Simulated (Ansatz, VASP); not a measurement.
# Cross-check of Al8Si (Al(100)-c(2x2)-Si, bridge site) between VASP and Ansatz, part 2 of 2

Aim: how closely do two programs agree when they are given the same cell, functional and k mesh? Of the first pair: The cell is taken from a series of runs on this material, whose earlier steps may have relaxed, scaled, displaced or heated it; both programs get it as it stands.

VASP 6.6.1 and Ansatz 0.2.0.

So far, work function top: step 4 (comparison) 4.98.

### Step 5. Ansatz: relaxation, r2SCAN

Level of this step: Ansatz beside VASP: Kohn-Sham DFT, plane waves, r2SCAN (Ansatz).

The two programs are compared at the cell with which this relaxation starts, whose forces are those of its first step.

The structure compared here is the start of the Ansatz relaxation; VASP solves that cell, so the two are compared at the walk's first step.

input.yaml reads:

```yaml
crystal:
  lattice:
    - [4.05, 0.0, 0.0]
    - [0.0, 4.05, 0.0]
    - [0.0, 0.0, 24.9584498931]
  atoms:
    - { symbol: Al, position: [0.0, 0.5, 0.3405660222] }
    - { symbol: Al, position: [0.5, 0.0, 0.3405660222] }
    - { symbol: Al, position: [0.0, 0.0, 0.4217008686] }
    - { symbol: Al, position: [0.5, 0.5, 0.4217008686] }
    - { symbol: Al, position: [0.0, 0.5, 0.5028357151] }
    - { symbol: Al, position: [0.5, 0.0, 0.5028357151] }
    - { symbol: Al, position: [0.0, 0.0, 0.5839705616] }
    - { symbol: Al, position: [0.5, 0.5, 0.5839705616] }
    - { symbol: Si, position: [0.25, 0.75, 0.6594339778] }
kpoints:
  mp_grid: { grid: [7, 7, 1] }
hamiltonian:
  xc: r2scan
scf:
  occupations: { method: fermi_dirac, width: 0.1 }
  convergence: { dr2_threshold: 1.0e-08 }
efield:
  axis: 3
  dipole_correction: true
  ramp_position: 0.97
  ramp_width: 0.06
relax:
  f_tol: 0.015
  max_steps: 90
  constraints: [{ sites: [0, 1, 2, 3] }]
output:
  write_potential: true
  write_density: true
  volumetric_format: npy
```

Command:

```console
> ansatz run input.yaml --threads 2 --pin off --max-ram 3072MiB --backend cpu --events-out ev --progress --plain --runs-dir out
```

Numbers of over 12 decimals in the logs are rounded to 6 here.

What it wrote:

```text
[...]
Crystal: 9 atoms, lattice volume = 409.381 Å³
Basis set: ecut = 500 eV, 10499 PW (Γ), exchange–correlation on 120×120×768 points (64 copies of the dense FFT grid, shifted against one another)
Bands: 23, of which v1, the nominal top of the filled ones, is band 14 counted from 1 (13 counted from 0)
Symmetry: 4 space group operations
[...]
- { symbol: Al, position: [0.0, 0.0, 0.4217008686] }
    - { symbol: Al, position: [0.5, 0.5, 0.4217008686] }
    - { symbol: Al, position: [0.000358267, 0.500358, 0.503463] }
    - { symbol: Al, position: [0.499642, -0.000358267, 0.503463] }
    - { symbol: Al, position: [-0.00678124, 0.00678124, 0.584010] }
    - { symbol: Al, position: [0.506781, 0.493219, 0.584010] }
    - { symbol: Si, position: [0.25, 0.75, 0.663182] }
[key lines of the parts left out:]
SCF converged after 2 iterations
Free energy (F): -4958.852426 eV
Fermi energy:    -0.115614 eV
Dipole field:    D = -0.031438 V/Å  (p = -0.071124 e·Å, saw-weighted, corrected)
Work function:   Φ+ = 5.2110 eV   Φ− = 4.4263 eV
```

### Step 6. VASP: single point, r2SCAN, start cell, pair 2

The same cell, functional, mesh and smearing now go to VASP, with its own data sets.

INCAR reads:

```
SYSTEM = Al8Si
PREC = Accurate
ENCUT = 440
EDIFF = 1E-06
NELM = 120
ISMEAR = -1
SIGMA = 0.1
LREAL = .FALSE.
ALGO = Normal
METAGGA = R2SCAN
LASPH = .TRUE.
NBANDS = 23
LORBIT = 11
LWAVE = .FALSE.
LCHARG = .FALSE.
ISIF = 2
LDIPOL = .TRUE.
IDIPOL = 3
DIPOL = 0.5 0.5 0.483
LVHAR = .TRUE.
GGA_COMPAT = .FALSE.
NELMDL = -8
LMIXTAU = .TRUE.
KPAR = 2
```

POSCAR reads:

```
Al8Si
1.0
    4.0500000000      0.0000000000      0.0000000000
    0.0000000000      4.0500000000      0.0000000000
    0.0000000000      0.0000000000     24.9584498931
Al Si
8 1
Direct
    0.0000000000      0.5000000000      0.3405660222
    0.5000000000      0.0000000000      0.3405660222
    0.0000000000      0.0000000000      0.4217008686
    0.5000000000      0.5000000000      0.4217008686
    0.0000000000      0.5000000000      0.5028357151
    0.5000000000      0.0000000000      0.5028357151
    0.0000000000      0.0000000000      0.5839705616
    0.5000000000      0.5000000000      0.5839705616
    0.2500000000      0.7500000000      0.6594339821
```

KPOINTS reads:

```
Automatic mesh
0
Gamma
7 7 1
0 0 0
```

Potentials, in the order of the species: Al and Si (PBE family, release 64).

Command:

```console
> mpirun -np 2 vasp_std
```

What it wrote:

```text
[banner, memory and clock lines left out]
running    2 mpi-ranks, on    1 nodes
[...]
[... a notice as in an earlier step ...]

 LDA part: xc-table for (None), standard interpolation
 POSCAR, INCAR and KPOINTS ok, starting setup
[...]
entering main loop
       N       E                     dE             d eps       ncg     rms          rms(c)
DAV:   1     0.521509801382E+02    0.52151E+02   -0.79930E+03   736   0.769E+02
DAV:   2    -0.571736906562E+02   -0.10932E+03   -0.10549E+03  1037   0.138E+02
DAV:   3    -0.621566211274E+02   -0.49829E+01   -0.48413E+01   926   0.298E+01
DAV:   4    -0.623767673794E+02   -0.22015E+00   -0.21994E+00  1229   0.762E+00
[...]
DAV:  46    -0.590887943832E+02    0.67585E-04   -0.23334E-05   757   0.262E-02    0.134E-02
DAV:  47    -0.590888840966E+02   -0.89713E-04   -0.48726E-05   792   0.358E-02    0.665E-03
DAV:  48    -0.590888831891E+02    0.90753E-06   -0.49859E-06   785   0.165E-02
   1 F= -.59088883E+02 E0= -.59027077E+02  d E =-.123612E+00
```

Parts of OUTCAR (step 6):

```text
  Total       -5.5794953     -5.5794953      1.8042419     -0.9713428      0.0000000      0.0000000
  in kB      -21.8362393    -21.8362393      7.0611867     -3.8015039      0.0000000      0.0000000
  external PRESSURE =     -12.2037640 kB  Pullay stress =       0.0000000 kB

 POSITION                                       TOTAL-FORCE (eV/Angst)
 -----------------------------------------------------------------------------------
      0.00000      2.02500      8.50000        -0.145967     -0.145967      0.043439
      2.02500      0.00000      8.50000         0.145967      0.145967      0.043439
      0.00000      0.00000     10.52500        -0.075965      0.075965     -0.081863
      2.02500      2.02500     10.52500         0.075965     -0.075965     -0.081863
      0.00000      2.02500     12.55000        -0.042871     -0.042871      0.074579
      2.02500      0.00000     12.55000         0.042871      0.042871      0.074579
      0.00000      0.00000     14.57500        -0.435141      0.435141     -0.563544
      2.02500      2.02500     14.57500         0.435141     -0.435141     -0.563544
      1.01250      3.03750     16.45845         0.000000      0.000000      1.054780
 -----------------------------------------------------------------------------------
    total drift:                               -0.000000     -0.000000     -0.000465

  FREE ENERGIE OF THE ION-ELECTRON SYSTEM (eV)
  ---------------------------------------------------
  free  energy   TOTEN  =       -59.0888831891 eV

  energy  without entropy=      -58.9652708584  energy(sigma->0) =      -59.02707702

[... 3 further parts left out ...]
[key lines of the parts left out:]
E-fermi :  -0.1433
```

### Step 7. Comparison

What differs besides the data sets and the points named for the pairs above, as far as they apply: VASP keeps PBE cores, Ansatz makes them for the functional; the cutoff is 500 eV in Ansatz and 440 eV in VASP. Total energies have different zeros and are not compared.

Forces (eV/Å; atoms numbered as in POSCAR):

| atom | Ansatz x, y, z | VASP x, y, z |
| --- | --- | --- |
| Al1 | -0.146, -0.146, 0.030 | -0.146, -0.146, 0.043 |
| Al2 | 0.146, 0.146, 0.030 | 0.146, 0.146, 0.043 |
| Al3 | -0.076, 0.076, -0.084 | -0.076, 0.076, -0.082 |
| Al4 | 0.076, -0.076, -0.084 | 0.076, -0.076, -0.082 |
| Al5 | -0.043, -0.043, 0.074 | -0.043, -0.043, 0.075 |
| Al6 | 0.043, 0.043, 0.074 | 0.043, 0.043, 0.075 |
| Al7 | -0.437, 0.437, -0.557 | -0.435, 0.435, -0.564 |
| Al8 | 0.437, -0.437, -0.557 | 0.435, -0.435, -0.564 |
| Si9 | 0.000, 0.000, 1.072 | 0.000, 0.000, 1.055 |

The forces differ by 5.2 meV/Å r.m.s., which is 1.7 % of the r.m.s. force of 0.313 eV/Å (both taken over all components). With vacuum in the cell, a pressure given here is an average over mostly empty space and none of the material.

### Step 8. Ansatz: relaxation, r2SCAN

This run makes the geometry at which the two programs are then compared.

The structure compared here is the end of the Ansatz relaxation.

input.yaml is that of step 5.

Command:

```console
> ansatz run input.yaml --threads 2 --pin off --max-ram 3072MiB --backend cpu --events-out ev --progress --plain --runs-dir out
```

What it wrote:

```text
[...]
Crystal: 9 atoms, lattice volume = 409.381 Å³
Basis set: ecut = 500 eV, 10499 PW (Γ), exchange–correlation on 120×120×768 points (64 copies of the dense FFT grid, shifted against one another)
Bands: 23, of which v1, the nominal top of the filled ones, is band 14 counted from 1 (13 counted from 0)
Symmetry: 4 space group operations
[...]
- { symbol: Al, position: [0.0, 0.0, 0.4217008686] }
    - { symbol: Al, position: [0.5, 0.5, 0.4217008686] }
    - { symbol: Al, position: [0.000358267, 0.500358, 0.503463] }
    - { symbol: Al, position: [0.499642, -0.000358267, 0.503463] }
    - { symbol: Al, position: [-0.00678124, 0.00678124, 0.584010] }
    - { symbol: Al, position: [0.506781, 0.493219, 0.584010] }
    - { symbol: Si, position: [0.25, 0.75, 0.663182] }
[key lines of the parts left out:]
SCF converged after 2 iterations
Free energy (F): -4958.852426 eV
Fermi energy:    -0.115614 eV
Dipole field:    D = -0.031438 V/Å  (p = -0.071124 e·Å, saw-weighted, corrected)
Work function:   Φ+ = 5.2110 eV   Φ− = 4.4263 eV
```

### Step 9. VASP: single point, r2SCAN, relaxed cell, pair 3

The same cell, functional, mesh and smearing now go to VASP, with its own data sets.

INCAR, as its differences from that of step 6:

```diff
@@ -18,3 +18,3 @@
 IDIPOL = 3
-DIPOL = 0.5 0.5 0.483
+DIPOL = 0.5 0.5 0.484
 LVHAR = .TRUE.
```

POSCAR reads:

```
Al8Si
1.0
    4.0500000000      0.0000000000      0.0000000000
    0.0000000000      4.0500000000      0.0000000000
    0.0000000000      0.0000000000     24.9584498931
Al Si
8 1
Direct
    0.0000000000      0.5000000000      0.3405660222
    0.5000000000      0.0000000000      0.3405660222
    0.0000000000      0.0000000000      0.4217008686
    0.5000000000      0.5000000000      0.4217008686
    0.0003582672      0.5003582672      0.5034634998
    0.4996417328      0.9996417328      0.5034634998
    0.9932187599      0.0067812401      0.5840100998
    0.5067812401      0.4932187599      0.5840100998
    0.2500000000      0.7500000000      0.6631821168
```

KPOINTS is that of step 6.

Command:

```console
> mpirun -np 2 vasp_std
```

What it wrote:

```text
[... set-up lines as in an earlier step ...]
 entering main loop
       N       E                     dE             d eps       ncg     rms          rms(c)
DAV:   1     0.510298351714E+02    0.51030E+02   -0.79823E+03   736   0.769E+02
DAV:   2    -0.573364768965E+02   -0.10837E+03   -0.10450E+03  1030   0.138E+02
DAV:   3    -0.622403277321E+02   -0.49039E+01   -0.47536E+01   933   0.296E+01
DAV:   4    -0.624540980081E+02   -0.21377E+00   -0.21358E+00  1228   0.752E+00
[...]
DAV:  76    -0.591581940713E+02   -0.12091E-05   -0.96501E-06   720   0.276E-02    0.214E-04
DAV:  77    -0.591581954341E+02   -0.13628E-05   -0.36395E-06   640   0.173E-02    0.196E-04
DAV:  78    -0.591581963607E+02   -0.92660E-06   -0.15544E-06   608   0.121E-02
   1 F= -.59158196E+02 E0= -.59095227E+02  d E =-.125938E+00
```

OUTCAR, selected parts (step 9):

```text
  Total       -6.0736743     -6.0736743     -0.3840895     -0.4975156      0.0000000      0.0000000
  in kB      -23.7702869    -23.7702869     -1.5031953     -1.9471060      0.0000000      0.0000000
  external PRESSURE =     -16.3479230 kB  Pullay stress =       0.0000000 kB

 POSITION                                       TOTAL-FORCE (eV/Angst)
 -----------------------------------------------------------------------------------
      0.00000      2.02500      8.50000        -0.138848     -0.138848      0.053874
      2.02500      0.00000      8.50000         0.138848      0.138848      0.053874
      0.00000      0.00000     10.52500        -0.063786      0.063786     -0.039357
      2.02500      2.02500     10.52500         0.063786     -0.063786     -0.039357
      0.00145      2.02645     12.56567         0.000008      0.000008     -0.000301
      2.02355      4.04855     12.56567        -0.000008     -0.000008     -0.000301
      4.02254      0.02746     14.57599        -0.001230      0.001230     -0.004871
      2.05246      1.99754     14.57599         0.001230     -0.001230     -0.004871
      1.01250      3.03750     16.55200         0.000000      0.000000     -0.018691
 -----------------------------------------------------------------------------------
    total drift:                               -0.000000     -0.000000      0.000198

  FREE ENERGIE OF THE ION-ELECTRON SYSTEM (eV)
  ---------------------------------------------------
  free  energy   TOTEN  =       -59.1581963607 eV

  energy  without entropy=      -59.0322580766  energy(sigma->0) =      -59.09522722

[... 2 parts as in an earlier step ...]

[... 1 further part left out ...]
[key lines of the parts left out:]
E-fermi :  -0.1119
```

### Step 10. Differences

Compared:

| quantity | Ansatz | VASP | difference |
| --- | --- | --- | --- |
| work function, lower of the two faces (eV) | 4.43 | 4.43 | -0.01 |
| work function, higher of the two faces (eV) | 5.21 | 5.21 | 0.00 |

Forces (eV/Å; atoms numbered as in POSCAR):

| atom | Ansatz x, y, z | VASP x, y, z |
| --- | --- | --- |
| Al1 | -0.139, -0.139, 0.041 | -0.139, -0.139, 0.054 |
| Al2 | 0.139, 0.139, 0.041 | 0.139, 0.139, 0.054 |
| Al3 | -0.064, 0.064, -0.041 | -0.064, 0.064, -0.039 |
| Al4 | 0.064, -0.064, -0.041 | 0.064, -0.064, -0.039 |
| Al5 | 0.000, 0.000, -0.001 | 0.000, 0.000, 0.000 |
| Al6 | 0.000, 0.000, -0.001 | 0.000, 0.000, 0.000 |
| Al7 | -0.002, 0.002, 0.002 | -0.001, 0.001, -0.005 |
| Al8 | 0.002, -0.002, 0.002 | 0.001, -0.001, -0.005 |
| Si9 | 0.000, 0.000, -0.002 | 0.000, 0.000, -0.019 |

The forces differ by 5.0 meV/Å r.m.s., which is 8.2 % of the r.m.s. force of 0.062 eV/Å (both taken over all components). With vacuum in the cell, a pressure given here is an average over mostly empty space and none of the material.

### Step 11. Outcome

* difference in work function, higher of the two faces (single point, RPBE): 0.0027 eV
* r.m.s. force difference (single point, r2SCAN, start cell, pair 2): 1.7 % of the r.m.s. force
* r.m.s. force difference (single point, r2SCAN, relaxed cell, pair 3): 5.0 meV/Å

**Reading.** The r.m.s. force difference is 1.7 % of the r.m.s. force (single point, r2SCAN, start cell, pair 2), within the 3 % picked in this series as the mark of a large difference. 2 further runs of this series are not shown here. Such differences can come from data sets, numerical settings and the points named under the comparisons, not from the functional's error against experiment.

[Lines on the potential files, build, host, timing and source positions are cut from VASP's logs without a mark.]

[Logs are printed without paths, hosts, clocks, repeated set-up lines and the standing remarks that a program may print on its own settings, such as how far it seeks lower states.]

[Hosts, paths, dates, database ids (printed as entryN), source tags and the programs' standing remarks are cut or masked in the printed files.]
